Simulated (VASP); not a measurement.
# What spin-orbit coupling changes in SnPt

Aim: run bands, DOS and a relaxation of SnPt twice, without and with spin-orbit coupling. All runs use PBEsol. Left out of this account: 1 further run (fields: a reference on another mesh). The start is a cell from a database of measured crystal structures.

Main program and level: VASP 6.6.1; PBEsol; plane waves and PAW (Sn_d, Pt), in the first sound run; inputs show where later runs differ.

Most raw output is cut from this account.

**1. Starting point**

The structure is hexagonal, space group P6_3/mmc (No. 194). Conventional cell: a = 4.101 Å, b = 4.101 Å, c = 5.441 Å, α = 90.00°, β = 90.00°, γ = 120.00°. Nearest to Sn lie 6 Pt at 2.73 Å. Nearest to Pt lie 2 Pt at 2.72 Å and 6 Sn at 2.73 Å. Farther neighbours are not listed.

**2. Bands along the symmetry lines (PBEsol)**

Levels along the symmetry lines show where the bands peak and cross; KPOINTS_OPT computes them in the converged potential. PBEsol restores the gradient expansion of exchange and is tuned for the cells of solids.

The input, INCAR:

```
SYSTEM = SnPt
PREC = Accurate
ENCUT = 400
EDIFF = 1E-06
NELM = 100
ISMEAR = -1
SIGMA = 0.05
LREAL = .FALSE.
ALGO = Normal
GGA = PS
NBANDS = 38
LASPH = .TRUE.
LORBIT = 11
LWAVE = .FALSE.
LCHARG = .FALSE.
KPAR = 4
```

The input, POSCAR:

```
SnPt
1.0
    4.1014000000      0.0000000000      0.0000000000
   -2.0507000000      3.5519165911      0.0000000000
    0.0000000000      0.0000000000      5.4405000000
Sn Pt
2 2
Direct
    0.3333333333      0.6666666667      0.2500000000
    0.6666666667      0.3333333333      0.7500000000
    0.0000000000      0.0000000000      0.0000000000
    0.0000000000      0.0000000000      0.5000000000
```

The input, KPOINTS:

```
Automatic mesh
0
Gamma
7 7 5
0 0 0
```

The input, KPOINTS_OPT:

```
Line mode
16
Line-mode
Reciprocal
  0.00000000   0.00000000   0.00000000 GAMMA
  0.50000000   0.00000000   0.00000000 M

  0.50000000   0.00000000   0.00000000 M
  0.33333333   0.33333333   0.00000000 K

  0.33333333   0.33333333   0.00000000 K
  0.00000000   0.00000000   0.00000000 GAMMA

  0.00000000   0.00000000   0.00000000 GAMMA
  0.00000000   0.00000000   0.50000000 A

  0.00000000   0.00000000   0.50000000 A
  0.50000000   0.00000000   0.50000000 L

  0.50000000   0.00000000   0.50000000 L
  0.33333333   0.33333333   0.50000000 H

  0.33333333   0.33333333   0.50000000 H
  0.00000000   0.00000000   0.50000000 A

  0.50000000   0.00000000   0.50000000 L
  0.50000000   0.00000000   0.00000000 M

  0.33333333   0.33333333   0.00000000 K
  0.33333333   0.33333333   0.50000000 H
```

Potentials, in the order of the species: Sn_d and Pt (PBE family, release 64).

On the command line:

```sh
$ mpirun -np 4 vasp_std
```

The job ended after 47 s (4 MPI ranks of Intel Xeon Platinum 8259CL at 2.50GHz (Skylake/Cascade Lake), shared host; peak memory 0.85 GiB; 3 min of CPU time).

The k-mesh is coarse for a metal. Spin-orbit coupling is off here; with elements this heavy it splits and shifts levels by tenths of an eV or more. The PAW data sets were made with PBE, which is usual practice but a small mismatch for other functionals.

Numbers from this step:

| Quantity | Value |
| --- | --- |
| electronic steps | 13 |
| electrons | 48 |
| bands | 38 |
| irreducible k points | 24 |
| symmetry operations | 24 |
| free energy (TOTEN) | -24.77 eV |
| energy at zero smearing | -24.76 eV |
| Fermi energy | 9.802 eV |
| pressure | 1.264 GPa |
| metallic | yes |

Electronic bands along the path, in eV, zero at the Fermi level; # counts the bands kept:

```tsv
point	#11	#12	#13	#14	#15	#16	#17	#18
Γ	-1.94	-1.94	1.25	1.79	1.79	3.79	4.84	5.35
0.47 of the way	-2.02	-1.93	-1.33	0.35	0.78	2.69	4.17	5.13
M	-2.10	-2.02	-1.91	-1.83	-1.49	1.09	2.68	5.20
0.47 of the way	-2.08	-2.07	-1.94	-1.60	-1.02	1.77	2.35	3.93
K	-2.39	-2.01	-2.01	-0.98	0.59	0.59	2.44	2.44
0.53 of the way	-2.03	-1.94	-1.90	-0.28	0.67	3.66	3.80	4.16
Γ	-1.94	-1.94	1.25	1.79	1.79	3.79	4.84	5.35
0.53 of the way	-2.60	-2.60	0.41	2.74	2.74	3.07	4.71	5.06
A	-3.40	-3.40	1.03	1.03	4.12	4.12	4.12	4.12
0.47 of the way	-3.28	-3.28	0.37	0.37	2.52	2.52	2.80	2.80
L	-2.98	-2.98	-2.60	-2.60	1.67	1.67	3.48	3.48
0.47 of the way	-3.05	-3.05	-2.18	-2.18	0.25	0.25	5.26	5.26
H	-3.27	-3.27	-1.44	-1.44	-1.08	-1.08	6.37	6.37
0.53 of the way	-3.22	-3.22	0.23	0.23	1.14	1.14	3.63	3.63
A	-3.40	-3.40	1.03	1.03	4.12	4.12	4.12	4.12
jump to L	-2.98	-2.98	-2.60	-2.60	1.67	1.67	3.48	3.48
0.47 of the way	-2.73	-2.52	-2.40	-2.24	-0.03	2.21	3.59	3.68
M	-2.10	-2.02	-1.91	-1.83	-1.49	1.09	2.68	5.20
jump to K	-2.39	-2.01	-2.01	-0.98	0.59	0.59	2.44	2.44
0.53 of the way	-3.03	-2.44	-1.81	-1.81	-0.40	-0.40	4.28	4.28
H	-3.27	-3.27	-1.44	-1.44	-1.08	-1.08	6.37	6.37
```

Of the projections kept (Sn, Pt), the largest for each band there; the rest of the weight can lie on other orbitals:

```tsv
point	#11	#12	#13	#14	#15	#16	#17	#18
Γ	Pt 1.00	Pt 1.00	Pt 0.92	Sn 0.63	Sn 0.63	Sn 0.69	Sn 0.97	Sn 0.54
M	Pt 0.99	Sn 0.55	Pt 0.99	Sn 0.70	Sn 0.64	Pt 0.59	Pt 0.85	Pt 0.69
K	Pt 0.94	Pt 0.99	Pt 0.99	Pt 0.54	Pt 0.56	Pt 0.56	Sn 0.53	Sn 0.53
Γ	Pt 1.00	Pt 1.00	Pt 0.92	Sn 0.63	Sn 0.63	Sn 0.69	Sn 0.97	Sn 0.54
A	Pt 0.98	Pt 0.98	Sn 0.73	Sn 0.73	Sn 0.54	Sn 0.54	Sn 0.54	Sn 0.54
L	Pt 0.92	Pt 0.92	Pt 0.86	Pt 0.86	Pt 0.54	Pt 0.54	Pt 0.53	Pt 0.53
```

There is no gap at this level.

**3. Band structure (PBEsol + SOC)**

This step: PBEsol, spin-orbit coupling; plane waves and PAW (Sn_d, Pt) (VASP 6.6.1).

Levels along the symmetry lines show where the bands peak and cross; KPOINTS_OPT computes them in the converged potential. Spin-orbit coupling needs spinors and the noncollinear program, where each band holds one electron.

INCAR: that of step 2 with these lines changed.

```diff
@@ -10,4 +10,9 @@
 GGA = PS
-NBANDS = 38
+LNONCOLLINEAR = .TRUE.
+MAGMOM = 0 0 0 0 0 0 0 0 0 0 0 0
+NBANDS = 60
+GGA_COMPAT = .FALSE.
 LASPH = .TRUE.
+LSORBIT = .TRUE.
+LMAXMIX = 4
 LORBIT = 11
```

POSCAR is that of step 2.

KPOINTS is that of step 2.

KPOINTS_OPT is that of step 2.

On the command line:

```sh
$ mpirun -np 4 vasp_ncl
```

It took 3.3 min on 4 MPI ranks; peak memory 1.7 GiB; 13 min of CPU time.

Numbers from this step:

- bands: 60
- free energy (TOTEN): -25.52 eV
- energy at zero smearing: -25.51 eV
- Fermi energy: 9.789 eV
- pressure: 1.150 GPa

On-site spin-orbit energy by atom:

```tsv
atom	on-site spin-orbit energy (eV)
Sn1	-0.105
Sn2	-0.105
Pt3	-0.651
Pt4	-0.651
```

Electronic bands along the path, in eV, zero at the Fermi level; # counts the bands kept:

```tsv
point	#25	#26	#27	#28	#29	#30	#31	#32
Γ	1.22	1.22	1.28	1.28	2.26	2.26	3.76	3.76
0.47 of the way	-1.26	-1.26	0.36	0.36	0.79	0.79	2.71	2.71
M	-1.87	-1.87	-1.66	-1.66	-1.43	-1.43	1.13	1.13
0.47 of the way	-1.69	-1.69	-1.57	-1.57	-0.96	-0.96	1.75	1.75
K	-1.62	-1.62	-1.07	-1.07	0.60	0.60	0.63	0.63
0.53 of the way	-1.60	-1.60	-0.22	-0.22	0.65	0.65	3.63	3.63
Γ	1.22	1.22	1.28	1.28	2.26	2.26	3.76	3.76
0.53 of the way	0.44	0.44	2.17	2.17	3.16	3.16	3.20	3.20
A	1.04	1.04	1.04	1.04	3.81	3.81	3.81	3.81
0.47 of the way	0.38	0.38	0.38	0.38	2.44	2.44	2.44	2.44
L	-2.33	-2.33	-2.33	-2.33	1.68	1.68	1.68	1.68
0.47 of the way	-2.02	-2.02	-1.96	-1.96	0.25	0.25	0.35	0.35
H	-1.36	-1.36	-1.25	-1.25	-1.04	-1.04	-0.96	-0.96
0.53 of the way	0.17	0.17	0.30	0.30	1.00	1.00	1.35	1.35
A	1.04	1.04	1.04	1.04	3.81	3.81	3.81	3.81
jump to L	-2.33	-2.33	-2.33	-2.33	1.68	1.68	1.68	1.68
0.47 of the way	-2.14	-2.14	-2.04	-2.04	-0.01	-0.01	2.23	2.23
M	-1.87	-1.87	-1.66	-1.66	-1.43	-1.43	1.13	1.13
jump to K	-1.62	-1.62	-1.07	-1.07	0.60	0.60	0.63	0.63
0.53 of the way	-1.71	-1.71	-1.58	-1.58	-0.39	-0.39	-0.28	-0.28
H	-1.36	-1.36	-1.25	-1.25	-1.04	-1.04	-0.96	-0.96
```

Of the projections kept (Sn, Pt), the largest for each band there; the rest of the weight can lie on other orbitals:

```tsv
point	#25	#26	#27	#28	#29	#30	#31	#32
Γ	Sn 0.60	Sn 0.60	Pt 0.92	Pt 0.92	Sn 0.65	Sn 0.65	Sn 0.66	Sn 0.66
M	Sn 0.69	Sn 0.69	Pt 0.98	Pt 0.98	Sn 0.64	Sn 0.64	Pt 0.60	Pt 0.60
K	Pt 0.97	Pt 0.97	Pt 0.56	Pt 0.56	Pt 0.51	Pt 0.51	Pt 0.61	Pt 0.61
Γ	Sn 0.60	Sn 0.60	Pt 0.92	Pt 0.92	Sn 0.65	Sn 0.65	Sn 0.66	Sn 0.66
A	Sn 0.72	Sn 0.72	Sn 0.72	Sn 0.72	Pt 0.52	Pt 0.52	Pt 0.52	Pt 0.52
L	Pt 0.89	Pt 0.89	Pt 0.89	Pt 0.89	Pt 0.55	Pt 0.55	Pt 0.55	Pt 0.55
```

There is no gap at this level. Without the coupling there was no gap either. The run took 4.2 times the core time, with 60 spinor bands against 38.

Of the bands kept, 8 cross the Fermi level on this path (spinor bands, one electron each).

**4. Total and projected DOS (PBEsol)**

This step: PBEsol; plane waves and PAW (Sn_d, Pt) (VASP 6.6.1).

Here the states are counted by energy and projected on the atoms.

The input, INCAR:

```
SYSTEM = SnPt
PREC = Accurate
ENCUT = 400
EDIFF = 1E-06
NELM = 100
ISMEAR = -5
SIGMA = 0.05
LREAL = .FALSE.
ALGO = Normal
GGA = PS
NBANDS = 38
LASPH = .TRUE.
LORBIT = 11
LWAVE = .FALSE.
LCHARG = .FALSE.
KPAR = 4
NEDOS = 2001
```

POSCAR is that of step 3.

KPOINTS is that of step 3.

On the command line:

```sh
$ mpirun -np 4 vasp_std
```

Wall time 13 s (4 MPI ranks); peak memory 0.76 GiB; 50 s of CPU time.

With tetrahedra the forces and stress of a metal are not exact derivatives of the energy.

Numbers from this step:

```yaml
bands: 38
free_energy_toten: -24.77 eV
fermi_energy: 9.784 eV
pressure: 1.575 GPa
dos_at_the_fermi_level: 1.494 states/eV/cell
```

The density of states has structure finer than the step of the table below, so its rows give means over 1 eV, whole bins alone (the curve runs from -12.0 to 5.42 eV). Peaks (eV: height): total -5.4: 9.40, -4.6: 7.20, -3.6: 9.87, -3.2: 11.5; Pt d -5.4: 5.44, -3.6: 7.08, -3.2: 9.14, -2.9: 6.01; Sn p -5.4: 1.44, -4.6: 0.712, -4.0: 0.551, -3.6: 0.626; Pt p -8.2: 0.374, -3.6: 0.481, -2.5: 0.27, -1.4: 0.268; Pt s -5.4: 0.399, -4.6: 0.303, -3.6: 0.296, -3.1: 0.350.

States under -12.0 eV and over 5.4 eV are left out. Density of states against energy, zero at the Fermi level; means over each step; values in states/eV/cell:

```tsv
energy (eV)	total	Pt d	Sn p	Pt p	Pt s	Sn s
-11	0.238	9.6e-4	0.00344	0.00386	0.0595	0.0969
-10	0.620	0.0143	0.0162	0.0204	0.131	0.255
-9	1.26	0.124	0.0348	0.0555	0.175	0.551
-8	1.80	0.353	0.0215	0.0986	0.0607	0.894
-7	0.384	0.143	0.0354	0.0121	0.0722	0.0553
-6	1.62	0.758	0.209	0.0565	0.227	0.0666
-5	5.40	3.39	0.674	0.147	0.206	0.0348
-4	4.72	3.33	0.411	0.147	0.118	0.0436
-3	6.28	4.90	0.233	0.173	0.176	0.0593
-2	3.16	2.30	0.192	0.166	0.0628	0.0743
-1	1.59	0.663	0.271	0.187	0.0572	0.0703
0	1.62	0.602	0.318	0.192	0.0570	0.0818
1	1.35	0.448	0.288	0.160	0.0498	0.0934
2	1.44	0.401	0.310	0.157	0.0585	0.174
3	1.78	0.418	0.403	0.161	0.128	0.174
4	1.55	0.277	0.404	0.123	0.113	0.120
```

Of the states within 0.3 eV of the Fermi level, the largest shares in the PAW spheres are Pt d 37 %, Sn p 20 % and Pt p 12 %. The rest lies in smaller channels or between the spheres.

**5. Total and projected DOS (PBEsol + SOC)**

This step: PBEsol, spin-orbit coupling; plane waves and PAW (Sn_d, Pt) (VASP 6.6.1).

INCAR: that of step 4 with these lines changed.

```diff
@@ -10,4 +10,9 @@
 GGA = PS
-NBANDS = 38
+LNONCOLLINEAR = .TRUE.
+MAGMOM = 0 0 0 0 0 0 0 0 0 0 0 0
+NBANDS = 60
+GGA_COMPAT = .FALSE.
 LASPH = .TRUE.
+LSORBIT = .TRUE.
+LMAXMIX = 4
 LORBIT = 11
```

POSCAR is that of step 4.

KPOINTS is that of step 4.

On the command line:

```sh
$ mpirun -np 4 vasp_ncl
```

It took 56 s on 4 MPI ranks; peak memory 1.4 GiB; 3.7 min of CPU time.

This step gave:

| Property | Result |
| --- | --- |
| electronic steps | 15 |
| bands | 60 |
| free energy (TOTEN) | -25.52 eV |
| Fermi energy | 9.790 eV |
| pressure | 1.376 GPa |
| DOS at the Fermi level | 1.528 states/eV/cell |

On-site spin-orbit energy by atom:

```tsv
atom	on-site spin-orbit energy (eV)
Sn1	-0.106
Sn2	-0.106
Pt3	-0.653
Pt4	-0.653
```

The density of states has structure finer than the step of the table below, so its rows give means over 0.5 eV, whole bins alone (the curve runs from -12.0 to -0.224 eV). Peaks (eV: height): total -5.57: 11.2, -4.76: 9.18, -3.95: 8.90, -3.30: 9.19; Pt d -5.57: 6.59, -3.95: 6.27, -3.30: 6.41, -2.73: 6.32; Sn p -5.57: 1.53, -5.25: 0.842, -4.76: 0.952, -3.95: 0.681; Pt p -8.16: 0.397, -3.87: 0.332, -3.30: 0.486, -2.49: 0.339; Pt s -5.97: 0.297, -5.57: 0.553, -4.76: 0.309, -3.30: 0.310.

States under -12.0 eV and over -0.2 eV are left out. The density of states by energy, zero at the Fermi level; means over each step; values in states/eV/cell:

```tsv
energy (eV)	total	Pt d	Sn p	Pt p	Pt s	Sn s
-11.5	0.0163	7.2e-6	8.1e-5	8.1e-5	0.00437	0.00665
-11.0	0.259	7.5e-4	0.00311	0.00350	0.0662	0.105
-10.5	0.492	0.00406	0.0100	0.0119	0.116	0.200
-10.0	0.624	0.0138	0.0166	0.0212	0.133	0.256
-9.5	0.779	0.0405	0.0235	0.0315	0.142	0.324
-9.0	1.29	0.126	0.0377	0.0561	0.188	0.556
-8.5	1.84	0.274	0.0317	0.0979	0.147	0.870
-8.0	2.40	0.522	0.0253	0.132	0.0520	1.19
-7.5	0.244	0.0570	0.00620	0.0136	0.00882	0.112
-7.0	0.360	0.142	0.0326	0.00959	0.0734	0.0432
-6.5	0.969	0.425	0.103	0.0317	0.181	0.0615
-6.0	1.84	0.905	0.219	0.0631	0.255	0.0704
-5.5	5.76	3.48	0.750	0.146	0.260	0.0511
-5.0	4.66	3.21	0.458	0.119	0.131	0.0239
-4.5	3.17	2.10	0.350	0.0717	0.133	0.0305
-4.0	6.26	4.32	0.553	0.199	0.166	0.0885
-3.5	5.66	4.04	0.349	0.224	0.183	0.0949
-3.0	4.80	3.71	0.204	0.147	0.121	0.0389
-2.5	5.15	3.80	0.278	0.255	0.143	0.0600
-2.0	2.89	2.18	0.171	0.140	0.0470	0.0484
-1.5	2.41	1.47	0.245	0.178	0.0715	0.0808
-1.0	1.52	0.714	0.231	0.158	0.0566	0.0633
-0.5	1.70	0.680	0.314	0.200	0.0536	0.0692
```

The DOS at the Fermi level goes from 1.49 to 1.53 states/eV/cell, a number that is sensitive to the mesh. The run took 4.2 times the core time, with 60 spinor bands against 38. Of the states within 0.3 eV of the Fermi level, the largest shares in the PAW spheres are Pt d 39 %, Sn p 19 % and Pt p 12 %. The rest lies in smaller channels or between the spheres.

**6. Full relaxation (PBEsol)**

This step: PBEsol; plane waves and PAW (Sn_d, Pt) (VASP 6.6.1).

Last, the cell itself: ISIF = 3 frees volume, shape and positions, first without the coupling.

The input, INCAR:

```
SYSTEM = SnPt
PREC = Accurate
ENCUT = 400
EDIFF = 1E-06
NELM = 100
ISMEAR = -1
SIGMA = 0.05
LREAL = .FALSE.
ALGO = Normal
GGA = PS
NBANDS = 30
LASPH = .TRUE.
LORBIT = 11
LWAVE = .FALSE.
LCHARG = .FALSE.
KPAR = 4
IBRION = 2
NSW = 60
ISIF = 3
EDIFFG = -0.01
```

POSCAR is that of step 5.

KPOINTS is that of step 5.

On the command line:

```sh
$ mpirun -np 4 vasp_std
```

Run time: 34 s. Hardware: 4 MPI ranks; peak memory 0.79 GiB; 2.2 min of CPU time.

The run keeps the 24 symmetry operations of its start, so it cannot find a distortion of lower symmetry.

Relaxation path:

```tsv
step	energy less that of the first step (eV)	largest force (eV/Å)	pressure (GPa)	volume (Å³)
1	0.0000	0.0000	1.27	79.26
2	0.0048	0.0000	-2.08	81.08
3	-0.0027	0.0000	-0.04	79.93
4	-0.0027	0.0000	0.02	79.92
5	-0.0028	0.0000	0.02	79.93
```

```tsv
conventional cell, symmetrised	before	after	change
a (Å)	4.101	4.116	+0.4 %
b (Å)	4.101	4.116	+0.4 %
c (Å)	5.441	5.447	+0.1 %
volume (Å³/atom)	19.81	19.98	+0.8 %
```

The relaxed structure:

```cif
data_structure
_symmetry_space_group_name_H-M 'P 1'
_symmetry_Int_Tables_number 1
_cell_length_a 4.1161
_cell_length_b 4.1161
_cell_length_c 5.4475
_cell_angle_alpha 90.000
_cell_angle_beta 90.000
_cell_angle_gamma 120.000
_cell_volume 79.93
loop_
_atom_site_label
_atom_site_type_symbol
_atom_site_fract_x
_atom_site_fract_y
_atom_site_fract_z
_atom_site_occupancy
Sn1 Sn 0.33333 0.66667 0.25000 1
Sn2 Sn 0.66667 0.33333 0.75000 1
Pt3 Pt 0.00000 0.00000 0.00000 1
Pt4 Pt 0.00000 0.00000 0.50000 1
```

This step gave:

```
bands                           : 30
free energy (TOTEN)             : -24.77 eV
energy at zero smearing         : -24.76 eV
Fermi energy                    : 9.667 eV
pressure                        : 0.02379 GPa
SCF cycles over all ionic steps : 38
```

It ends with forces that vanish by symmetry and a pressure of 0.02 GPa.

**7. Relaxing cell and atoms (PBEsol + SOC)**

This step: PBEsol, spin-orbit coupling; plane waves and PAW (Sn_d, Pt) (VASP 6.6.1).

The same relaxation with spinors and spin-orbit coupling.

INCAR: that of step 6 with these lines changed.

```diff
@@ -10,4 +10,9 @@
 GGA = PS
-NBANDS = 30
+LNONCOLLINEAR = .TRUE.
+MAGMOM = 0 0 0 0 0 0 0 0 0 0 0 0
+NBANDS = 60
+GGA_COMPAT = .FALSE.
 LASPH = .TRUE.
+LSORBIT = .TRUE.
+LMAXMIX = 4
 LORBIT = 11
```

POSCAR is that of step 6.

KPOINTS is that of step 6.

On the command line:

```sh
$ mpirun -np 4 vasp_ncl
```

Wall time 2.4 min (4 MPI ranks); peak memory 1.5 GiB.

The steps of the relaxation:

```tsv
step	energy less that of the first step (eV)	largest force (eV/Å)	pressure (GPa)	volume (Å³)
1	0.0000	0.0000	1.15	79.26
2	0.0030	0.0000	-1.83	80.90
3	-0.0025	0.0000	-0.09	79.91
4	-0.0029	0.0000	0.01	79.89
```

```tsv
conventional cell, symmetrised	before	after	change
a (Å)	4.101	4.120	+0.4 %
b (Å)	4.101	4.120	+0.4 %
c (Å)	5.441	5.436	-0.1 %
volume (Å³/atom)	19.81	19.97	+0.8 %
```

The relaxed structure:

```cif
data_structure
_symmetry_space_group_name_H-M 'P 1'
_symmetry_Int_Tables_number 1
_cell_length_a 4.1197
_cell_length_b 4.1197
_cell_length_c 5.4357
_cell_angle_alpha 90.000
_cell_angle_beta 90.000
_cell_angle_gamma 120.000
_cell_volume 79.89
loop_
_atom_site_label
_atom_site_type_symbol
_atom_site_fract_x
_atom_site_fract_y
_atom_site_fract_z
_atom_site_occupancy
Sn1 Sn 0.33333 0.66667 0.25000 1
Sn2 Sn 0.66667 0.33333 0.75000 1
Pt3 Pt 0.00000 0.00000 0.00000 1
Pt4 Pt 0.00000 0.00000 0.50000 1
```

This step gave:

```yaml
bands: 60
free_energy_toten: -25.52 eV
energy_at_zero_smearing: -25.51 eV
fermi_energy: 9.656 eV
pressure: 0.005325 GPa
scf_cycles_over_all_ionic_steps: 35
```

On-site spin-orbit energy by atom:

```tsv
atom	on-site spin-orbit energy (eV)
Sn1	-0.105
Sn2	-0.105
Pt3	-0.652
Pt4	-0.652
```

The cell ends at 19.97 Å³/atom, under 0.05 % from the run without the coupling. The run took 4.2 times the core time, with 60 spinor bands against 30.

The cell grew by 0.8 % in volume.

**8. Side by side**

| quantity | without | with spin-orbit coupling |
| --- | --- | --- |
| gap (eV) | none | none |
| core minutes, bands | 3.1 | 13 |
| DOS at the Fermi level (states/eV/cell) | 1.49 | 1.53 |
| core minutes, DOS | 0.88 | 3.7 |
| relaxed volume (Å³/atom) | 19.98 | 19.97 |
| core minutes, relaxation | 2.3 | 9.6 |

**9. Outcome**

* gap (eV), without → with: none → none
* DOS at the Fermi level (states/eV/cell), without → with: 1.49 → 1.53
* relaxed volume (Å³/atom), without → with: 19.98 → 19.97

**Reading.** SnPt has no gap with or without spin-orbit coupling. The relaxed volume moves by under 0.05 %. The spinor runs cost 4.2 to 4.2 times as much, on a shared host. The k-sampling is coarse for a metal, so the Fermi level, pressures and the shape of the cell carry errors.

[Lines on the potential files, build, host, timing and source positions are cut from VASP's logs without a mark.]

[Logs are printed without paths, hosts, clocks, repeated set-up lines and the standing remarks that a program may print on its own settings, such as how far it seeks lower states.]

[Hosts, paths, dates, database ids (printed as entryN), source tags and the programs' standing remarks are cut or masked in the printed files.]

[A measured line is paired with the nearest computed mode of its activity, which favours agreement.]
